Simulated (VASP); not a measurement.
Calculation: PBE GGA, VASP's PBE PAW potentials (set 64) (plane waves; VASP).

Input for VASP

### KPOINTS
```
Automatic mesh
0
Gamma
15 15 15
0 0 0
```

**INCAR**
```
# general
SYSTEM  = Mo
PREC    = Accurate
ENCUT   = 400   # plane-wave cut-off (eV)
LREAL   = .FALSE.   # projection in real space or not
LASPH   = .TRUE.   # aspherical one-centre terms

# electronic loop
EDIFF   = 1E-6   # SCF stop (eV)
NELM    = 100
ALGO    = Normal
LMAXMIX = 4   # l cut-off of mixed one-centre charges

# smearing
ISMEAR  = 1
SIGMA   = 0.1

# functional
GGA     = PE

# ions
IBRION  = 2   # conjugate gradients
NSW     = 60
ISIF    = 3   # ions, shape and volume
EDIFFG  = -0.01

# output
LWAVE   = .FALSE.
LCHARG  = .FALSE.
```

**POSCAR**
```
Mo
1
   -1.5750000000     1.5750000000     1.5750000000
    1.5750000000    -1.5750000000     1.5750000000
    1.5750000000     1.5750000000    -1.5750000000
Mo
1
Direct
  0.0000000000   0.0000000000   0.0000000000
```

POTCAR, in this order: Mo_sv (PBE.64 set). Program: vasp_std.

The run wrote:

OSZICAR:
```
       N       E                     dE             d eps       ncg     rms          rms(c)
DAV:   1     0.731716866838E+02    0.73172E+02   -0.72218E+03  2664   0.108E+03
DAV:   2    -0.105535347638E+02   -0.83725E+02   -0.80860E+02  2856   0.302E+02
DAV:   3    -0.115823845375E+02   -0.10288E+01   -0.10217E+01  3067   0.334E+01
DAV:   4    -0.115848633856E+02   -0.24788E-02   -0.24786E-02  2873   0.193E+00
DAV:   5    -0.115848748431E+02   -0.11457E-04   -0.11457E-04  3080   0.127E-01    0.147E+01
DAV:   6    -0.110138070957E+02    0.57107E+00   -0.10197E+00  2835   0.122E+01    0.401E+00
DAV:   7    -0.109327464141E+02    0.81061E-01   -0.21085E-01  3066   0.519E+00    0.950E-01
DAV:   8    -0.109283674661E+02    0.43789E-02   -0.42057E-03  2779   0.876E-01    0.224E-01
DAV:   9    -0.109284285473E+02   -0.61081E-04   -0.10430E-04  3147   0.139E-01    0.872E-02
DAV:  10    -0.109284372891E+02   -0.87417E-05   -0.10081E-05  2868   0.405E-02    0.193E-03
DAV:  11    -0.109284374175E+02   -0.12845E-06   -0.39665E-08  1655   0.271E-03
   1 F= -.10928437E+02 E0= -.10928258E+02  d E =-.109284E+02
       N       E                     dE             d eps       ncg     rms          rms(c)
DAV:   1    -0.111635097698E+02   -0.23507E+00   -0.59910E+00  2736   0.349E+01    0.462E+00
DAV:   2    -0.109315642285E+02    0.23195E+00   -0.52258E-01  2712   0.889E+00    0.915E-01
DAV:   3    -0.109183988695E+02    0.13165E-01   -0.59496E-02  2858   0.301E+00    0.585E-01
DAV:   4    -0.109198992066E+02   -0.15003E-02   -0.95320E-04  2753   0.358E-01    0.113E-01
DAV:   5    -0.109199624359E+02   -0.63229E-04   -0.39939E-05  2942   0.645E-02    0.705E-03
DAV:   6    -0.109199634118E+02   -0.97587E-06   -0.48684E-07  1860   0.913E-03
   2 F= -.10919963E+02 E0= -.10919790E+02  d E =0.847401E-02
       N       E                     dE             d eps       ncg     rms          rms(c)
DAV:   1    -0.110597148298E+02   -0.13975E+00   -0.32389E+00  2739   0.254E+01    0.406E+00
DAV:   2    -0.109386486042E+02    0.12107E+00   -0.24980E-01  2721   0.635E+00    0.671E-01
DAV:   3    -0.109287386911E+02    0.99099E-02   -0.40350E-02  2840   0.250E+00    0.669E-01
DAV:   4    -0.109296165899E+02   -0.87790E-03   -0.53685E-04  2742   0.265E-01    0.605E-02
DAV:   5    -0.109296339715E+02   -0.17382E-04   -0.93978E-05  2942   0.120E-01    0.698E-03
DAV:   6    -0.109296320587E+02    0.19127E-05   -0.12600E-06  1876   0.153E-02    0.191E-03
DAV:   7    -0.109296318995E+02    0.15925E-06   -0.57889E-08  1427   0.323E-03
   3 F= -.10929632E+02 E0= -.10929465E+02  d E =-.119448E-02
```

OUTCAR:
```
------------------------ aborting loop because EDIFF is reached ----------------------------------------
  FORCE on cell =-STRESS in cart. coord.  units (eV):
  Direction    XX          YY          ZZ          XY          YZ          ZX
  --------------------------------------------------------------------------------------
  Total       -0.0004541     -0.0004541     -0.0004541     -0.0000000     -0.0000000      0.0000000
  in kB       -0.0461166     -0.0461166     -0.0461166     -0.0000000     -0.0000000      0.0000000
  external PRESSURE =      -0.0461166 kB  Pullay stress =       0.0000000 kB
  volume of cell :       15.78
      direct lattice vectors                 reciprocal lattice vectors
    -1.580001371  1.580001371  1.580001371     0.000000000  0.316455422  0.316455422
     1.580001371 -1.580001371  1.580001371     0.316455422  0.000000000  0.316455422
     1.580001371  1.580001371 -1.580001371     0.316455422  0.316455422  0.000000000
 POSITION                                       TOTAL-FORCE (eV/Angst)
 -----------------------------------------------------------------------------------
      0.00000      0.00000      0.00000        -0.000000     -0.000000     -0.000000
 -----------------------------------------------------------------------------------
    total drift:                                0.000000     -0.000000      0.000000
  FREE ENERGIE OF THE ION-ELECTRON SYSTEM (eV)
  ---------------------------------------------------
  free  energy   TOTEN  =       -10.9296318995 eV

  energy  without entropy=      -10.9291310603  energy(sigma->0) =      -10.92946495

 reached required accuracy - stopping structural energy minimisation
```
(Selected blocks of OUTCAR.)

File CONTCAR:
```
Mo
   1.00000000000000
    -1.5800013705185161    1.5800013705185161    1.5800013705185161
     1.5800013705185161   -1.5800013705185161    1.5800013705185161
     1.5800013705185161    1.5800013705185161   -1.5800013705185161
  Mo
     1
Direct
     0.0000000000000000    0.0000000000000000    0.0000000000000000
```

The compound is Mo in the bcc structure. This run relaxes it. Symmetry was kept, so distortions that lower it aren't found.
